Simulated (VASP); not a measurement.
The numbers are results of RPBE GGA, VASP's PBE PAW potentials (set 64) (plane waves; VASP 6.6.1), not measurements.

VASP input:

**POSCAR**
```
CrO2
1.0
  4.5297465556   0.0000000000   0.0000000000
  0.0000000000   4.5297465556   0.0000000000
  0.0000000000   0.0000000000   2.9782830656
Cr O
2 4
direct
  0.0000000000   0.0000000000   0.0000000000
  0.5000000000   0.5000000000   0.5000000000
  0.3038373536   0.3038373536   0.0000000000
  0.8038373536   0.1961626464   0.5000000000
  0.1961626464   0.8038373536   0.5000000000
  0.6961626464   0.6961626464   0.0000000000
```

File KPOINTS:
```
kpoints
0
G
  7 7 10
```

INCAR:
```
SYSTEM = CrO2
PREC = Accurate; ENCUT = 520; LREAL = F
LASPH = T
EDIFF = 1E-7; NELM = 100; ALGO = Normal
LMAXMIX = 4
ISMEAR = 1; SIGMA = 0.1
GGA = RP
MAGMOM = 2*2.2 4*-0.1
ISPIN = 2
IBRION = 2; NSW = 30; ISIF = 4
EDIFFG = -0.01
LWAVE = F; LCHARG = F; LORBIT = 10
```

POTCAR, in this order: Cr_pv O (PBE.64 set). Program: vasp_std.

The resulting files:

File OUTCAR:
```
 ion  position               nearest neighbor table
   1  0.000  0.000  0.000-   3 1.95   6 1.95   5 1.95   4 1.95   4 1.95   5 1.95
   2  0.500  0.500  0.500-   4 1.95   5 1.95   3 1.95   6 1.95   3 1.95   6 1.95
   3  0.304  0.304  0.000-   1 1.95   2 1.95   2 1.95
   4  0.804  0.196  0.500-   2 1.95   1 1.95   1 1.95
   5  0.196  0.804  0.500-   2 1.95   1 1.95   1 1.95
   6  0.696  0.696  0.000-   1 1.95   2 1.95   2 1.95
  LATTYP: Found a simple tetragonal cell.
 ALAT       =     4.5297465556
 C/A-ratio  =     0.6574944159
 Subroutine PRICEL returns:
 Original cell was already a primitive cell.
 Subroutine GETGRP returns: Found 16 space group operations
The static configuration has the point symmetry D_2h.
 The point group associated with its full space group is D_4h.
The dynamic configuration has the point symmetry D_2h.
The overall configuration has the point symmetry D_2h.
 Subroutine INISYM returns: Found 16 space group operations
 Subroutine IBZKPT returns following result:
 Found     60 irreducible k-points:

 Following reciprocal coordinates:
            Coordinates               Weight
  0.000000  0.000000  0.000000      1.000000
  0.142857  0.000000  0.000000      4.000000
...
```

### OSZICAR
```
       N       E                     dE             d eps       ncg     rms          rms(c)
DAV:   1     0.610458463445E+03    0.61046E+03   -0.27055E+04  7208   0.178E+03
DAV:   2     0.100776055617E+02   -0.60038E+03   -0.56387E+03  7928   0.516E+02
DAV:   3    -0.620806450938E+02   -0.72158E+02   -0.70289E+02  8486   0.172E+02
DAV:   4    -0.640015958879E+02   -0.19210E+01   -0.18511E+01  8608   0.279E+01
DAV:   5    -0.640496865979E+02   -0.48091E-01   -0.47977E-01  8986   0.442E+00    0.374E+01
DAV:   6    -0.581297223884E+02    0.59200E+01   -0.17731E+02  8508   0.101E+02    0.466E+01
DAV:   7    -0.505586314141E+02    0.75711E+01   -0.12281E+02  8870   0.107E+02    0.174E+01
DAV:   8    -0.483019566405E+02    0.22567E+01   -0.83996E+00  8070   0.239E+01    0.770E+00
DAV:   9    -0.477106847949E+02    0.59127E+00   -0.25836E+00  9534   0.132E+01    0.271E+00
DAV:  10    -0.477507727278E+02   -0.40088E-01   -0.20364E-01  8070   0.362E+00    0.145E+00
DAV:  11    -0.477533125562E+02   -0.25398E-02   -0.61765E-02  9086   0.228E+00    0.624E-01
DAV:  12    -0.477540595959E+02   -0.74704E-03   -0.61478E-03  8906   0.545E-01    0.389E-01
DAV:  13    -0.477533761843E+02    0.68341E-03   -0.26006E-03  9356   0.504E-01    0.154E-01
DAV:  14    -0.477533929280E+02   -0.16744E-04   -0.51335E-04  9386   0.189E-01    0.683E-02
DAV:  15    -0.477534116388E+02   -0.18711E-04   -0.14986E-04  8630   0.110E-01    0.482E-02
DAV:  16    -0.477534073027E+02    0.43361E-05   -0.63535E-05  9308   0.776E-02    0.791E-03
DAV:  17    -0.477534082379E+02   -0.93523E-06   -0.51609E-06  8014   0.152E-02    0.709E-03
DAV:  18    -0.477534085892E+02   -0.35124E-06   -0.74901E-07  8106   0.778E-03    0.292E-03
DAV:  19    -0.477534087585E+02   -0.16938E-06   -0.51716E-07  7142   0.630E-03    0.126E-03
DAV:  20    -0.477534087580E+02    0.57571E-09   -0.10305E-07  4492   0.272E-03
   1 F= -.47753409E+02 E0= -.47753584E+02  d E =-.477534E+02  mag=     4.0000
       N       E                     dE             d eps       ncg     rms          rms(c)
DAV:   1    -0.477594206781E+02   -0.60119E-02   -0.89554E-01  7200   0.670E+00    0.605E-01
DAV:   2    -0.477577828850E+02    0.16378E-02   -0.27605E-02  8884   0.135E+00    0.454E-01
DAV:   3    -0.477567234572E+02    0.10594E-02   -0.45713E-03  9726   0.674E-01    0.304E-01
DAV:   4    -0.477561006840E+02    0.62277E-03   -0.31677E-03 10412   0.493E-01    0.236E-01
DAV:   5    -0.477560829055E+02    0.17778E-04   -0.35333E-04  9310   0.176E-01    0.130E-01
DAV:   6    -0.477560669156E+02    0.15990E-04   -0.42343E-05 10184   0.551E-02    0.108E-01
DAV:   7    -0.477560652878E+02    0.16278E-05   -0.24672E-05 10682   0.372E-02    0.202E-02
DAV:   8    -0.477560658668E+02   -0.57903E-06   -0.18527E-06  8594   0.992E-03    0.615E-03
DAV:   9    -0.477560660224E+02   -0.15564E-06   -0.24097E-07  5666   0.369E-03    0.262E-03
DAV:  10    -0.477560661139E+02   -0.91462E-07   -0.59810E-08  4248   0.174E-03
   2 F= -.47756066E+02 E0= -.47756296E+02  d E =-.265736E-02  mag=     4.0000
       N       E                     dE             d eps       ncg     rms          rms(c)
DAV:   1    -0.477570549668E+02   -0.98894E-03   -0.18158E-01  7212   0.302E+00    0.274E-01
DAV:   2    -0.477567111702E+02    0.34380E-03   -0.56145E-03  8864   0.612E-01    0.207E-01
DAV:   3    -0.477564982979E+02    0.21287E-03   -0.94640E-04  9724   0.306E-01    0.137E-01
DAV:   4    -0.477563689317E+02    0.12937E-03   -0.64552E-04 10356   0.221E-01    0.108E-01
DAV:   5    -0.477563656810E+02    0.32507E-05   -0.72089E-05  9312   0.791E-02    0.591E-02
DAV:   6    -0.477563624363E+02    0.32447E-05   -0.87073E-06 10168   0.250E-02    0.492E-02
DAV:   7    -0.477563621717E+02    0.26464E-06   -0.50208E-06 10708   0.167E-02    0.935E-03
DAV:   8    -0.477563623165E+02   -0.14480E-06   -0.36850E-07  6324   0.453E-03    0.273E-03
DAV:   9    -0.477563623581E+02   -0.41650E-07   -0.54222E-08  4092   0.190E-03
   3 F= -.47756362E+02 E0= -.47756619E+02  d E =-.295360E-02  mag=     4.0000
```

### OUTCAR
```
------------------------ aborting loop because EDIFF is reached ----------------------------------------
  FORCE on cell =-STRESS in cart. coord.  units (eV):
  Direction    XX          YY          ZZ          XY          YZ          ZX
  --------------------------------------------------------------------------------------
  Total       -2.0765403     -2.0765403     -2.0850134      0.0000000      0.0000000      0.0000000
  in kB      -54.4423893    -54.4423893    -54.6645343      0.0000000      0.0000000      0.0000000
  external PRESSURE =     -54.5164376 kB  Pullay stress =       0.0000000 kB
  volume of cell :       61.11
      direct lattice vectors                 reciprocal lattice vectors
     4.540820476  0.000000000  0.000000000     0.220224518  0.000000000  0.000000000
     0.000000000  4.540820476  0.000000000     0.000000000  0.220224518  0.000000000
     0.000000000  0.000000000  2.963774210     0.000000000  0.000000000  0.337407619
 POSITION                                       TOTAL-FORCE (eV/Angst)
 -----------------------------------------------------------------------------------
      0.00000      0.00000      0.00000        -0.000000      0.000000      0.000000
      2.27041      2.27041      1.48189        -0.000000      0.000000      0.000000
      1.38457      1.38457      0.00000        -0.000496     -0.000496      0.000000
      3.65498      0.88584      1.48189        -0.000496      0.000496      0.000000
      0.88584      3.65498      1.48189         0.000496     -0.000496      0.000000
      3.15625      3.15625      0.00000         0.000496      0.000496      0.000000
 -----------------------------------------------------------------------------------
    total drift:                               -0.000000      0.000000      0.000000
  FREE ENERGIE OF THE ION-ELECTRON SYSTEM (eV)
  ---------------------------------------------------
  free  energy   TOTEN  =       -47.7563623581 eV

  energy  without entropy=      -47.7571320008  energy(sigma->0) =      -47.75661891

 total charge

# of ion       s       p       d       tot
------------------------------------------
    1        0.351   6.404   3.942  10.697
    2        0.351   6.404   3.942  10.697
    3        1.575   3.437   0.000   5.012
    4        1.575   3.437   0.000   5.012
    5        1.575   3.437   0.000   5.012
    6        1.575   3.437   0.000   5.012
--------------------------------------------------
tot          7.003  26.555   7.884  41.442

 magnetization (x)

# of ion       s       p       d       tot
------------------------------------------
    1        0.023   0.031   2.128   2.182
    2        0.023   0.031   2.128   2.182
    3       -0.003  -0.111   0.000  -0.114
    4       -0.003  -0.111   0.000  -0.114
    5       -0.003  -0.111   0.000  -0.114
    6       -0.003  -0.111   0.000  -0.114
--------------------------------------------------
tot          0.033  -0.381   4.255   3.907

 reached required accuracy - stopping structural energy minimisation
```
(Selected blocks of OUTCAR.)

**CONTCAR**
```
CrO2
   1.00000000000000
     4.5408204764078448    0.0000000000000000    0.0000000000000000
     0.0000000000000000    4.5408204764078448    0.0000000000000000
     0.0000000000000000    0.0000000000000000    2.9637742100024380
  Cr              O
     2     4
Direct
     0.0000000000000000    0.0000000000000000    0.0000000000000000
     0.5000000000000000    0.5000000000000000    0.5000000000000000
     0.3049164824165622    0.3049164824165622    0.0000000000000000
     0.8049164824165622    0.1950835175834378    0.5000000000000000
     0.1950835175834378    0.8049164824165622    0.5000000000000000
     0.6950835175834378    0.6950835175834378    0.0000000000000000
```

The compound is CrO2 in the rutile structure. This cell is one point of a volume scan, at 1.03 of the reference volume. Symmetry was kept, so distortions that lower it aren't found.
